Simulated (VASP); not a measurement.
These are PBE GGA, VASP's PBE PAW potentials (set 64) (plane waves; VASP 6.6.1) values and carry that method's errors.

VASP ran on this input.

### INCAR
```
! general
SYSTEM   =  AlNi
PREC     =  Accurate
ENCUT    =  300   ! plane-wave cut-off (eV)
LREAL    =  .FALSE.
LASPH    =  .TRUE.   ! aspherical one-centre terms

! electronic loop
EDIFF    =  1E-6   ! SCF stop (eV)
NELM     =  100   ! most electronic steps
ALGO     =  Normal
LMAXMIX  =  4   ! l cut-off of mixed one-centre charges

! smearing
ISMEAR   =  0   ! Gaussian
SIGMA    =  0.136   ! width (eV)

! functional
GGA      =  PE

! ions
ISIF     =  2

! output
LWAVE    =  .FALSE.
LCHARG   =  .FALSE.
```

### KPOINTS
```
Automatic mesh
0
Gamma
1 1 1
0 0 0
```

### POSCAR
```
AlNi
1.0
  2.8668590000   0.0000000000   0.0000000000
  0.0000000000   2.8668590000   0.0000000000
  0.0000000000   0.0000000000   2.8668590000
Al Ni
1 1
Cartesian
  1.4334295000   1.4334295000   1.4334295000
  0.0000000000   0.0000000000   0.0000000000
```

POTCAR, in this order: Al Ni (PBE.64 set). Program: vasp_std.

The run wrote:

File OSZICAR:
```
       N       E                     dE             d eps       ncg     rms          rms(c)
DAV:   1     0.343953399442E+02    0.34395E+02   -0.36091E+03    20   0.773E+02
DAV:   2    -0.702553482766E+01   -0.41421E+02   -0.40520E+02    20   0.171E+02
DAV:   3    -0.784456377394E+01   -0.81903E+00   -0.76533E+00    22   0.287E+01
DAV:   4    -0.787512007598E+01   -0.30556E-01   -0.24947E-01    22   0.379E+00
DAV:   5    -0.787624066764E+01   -0.11206E-02   -0.11105E-02    22   0.579E-01    0.580E+00
DAV:   6    -0.773876004949E+01    0.13748E+00   -0.56553E-02    20   0.134E+00    0.332E+00
DAV:   7    -0.768471530113E+01    0.54045E-01   -0.10770E-01    20   0.379E+00    0.372E-01
DAV:   8    -0.768392645307E+01    0.78885E-03   -0.56142E-03    28   0.109E+00    0.188E-01
DAV:   9    -0.768383154948E+01    0.94904E-04   -0.14027E-04    22   0.169E-01    0.194E-02
DAV:  10    -0.768383012300E+01    0.14265E-05   -0.84260E-06    22   0.412E-02    0.832E-03
DAV:  11    -0.768382955994E+01    0.56306E-06   -0.73353E-07    10   0.723E-03
   1 F= -.76838296E+01 E0= -.76117477E+01  d E =-.144164E+00
```

OUTCAR:
```
------------------------ aborting loop because EDIFF is reached ----------------------------------------
  FORCE on cell =-STRESS in cart. coord.  units (eV):
  Direction    XX          YY          ZZ          XY          YZ          ZX
  --------------------------------------------------------------------------------------
  Total        1.9211513      1.9211513      1.9211513      0.0000000      0.0000000     -0.0000000
  in kB      130.6330732    130.6330732    130.6330732      0.0000000      0.0000000     -0.0000000
  external PRESSURE =     130.6330732 kB  Pullay stress =       0.0000000 kB
  volume of cell :       23.56
      direct lattice vectors                 reciprocal lattice vectors
     2.866859000  0.000000000  0.000000000     0.348813806  0.000000000  0.000000000
     0.000000000  2.866859000  0.000000000     0.000000000  0.348813806  0.000000000
     0.000000000  0.000000000  2.866859000     0.000000000  0.000000000  0.348813806
 POSITION                                       TOTAL-FORCE (eV/Angst)
 -----------------------------------------------------------------------------------
      1.43343      1.43343      1.43343         0.000000      0.000000      0.000000
      0.00000      0.00000      0.00000         0.000000      0.000000      0.000000
 -----------------------------------------------------------------------------------
    total drift:                                0.000000      0.000000      0.000000
  FREE ENERGIE OF THE ION-ELECTRON SYSTEM (eV)
  ---------------------------------------------------
  free  energy   TOTEN  =        -7.6838295599 eV

  energy  without entropy=       -7.5396657837  energy(sigma->0) =       -7.61174767
```
(Selected blocks of OUTCAR.)

**OUTCAR**
```
 val. band max:       10.9134296419   @ k =   0.0000   0.0000   0.0000

 cond. band min:      15.7023058795   @ k =   0.0000   0.0000   0.0000


 Fermi energy:        15.6092734532

 k-point     1 :       0.0000    0.0000    0.0000
  band No.  band energies     occupation
      1      -1.0804      2.00000
      2       8.5290      2.00000
      3       8.5291      2.00000
      4      10.9134      2.00000
      5      10.9134      2.00000
      6      10.9134      2.00000
      7      15.7023      0.33334
      8      15.7023      0.33334
      9      15.7023      0.33333
     10      18.8477      0.00000
```

At this cut-off the stress carries a Pulay error, which pulls relaxed volumes low.

The structure comes from a computed database's AlNi entry (Pm-3m); how it stands against other phases isn't given here. The cell was not relaxed at this level. The k-mesh is coarse (spacing up to 2.19 per Å, 2π included), so the numbers may not be converged in it. The run is one of a series of settings (KPOINTS 1×1×1 Γ-centred mesh against the base run), some of them coarse on purpose. The run is not spin-polarised, so no magnetic state was tried. The electron count is odd and the run is not spin-polarised, which forces a metal.
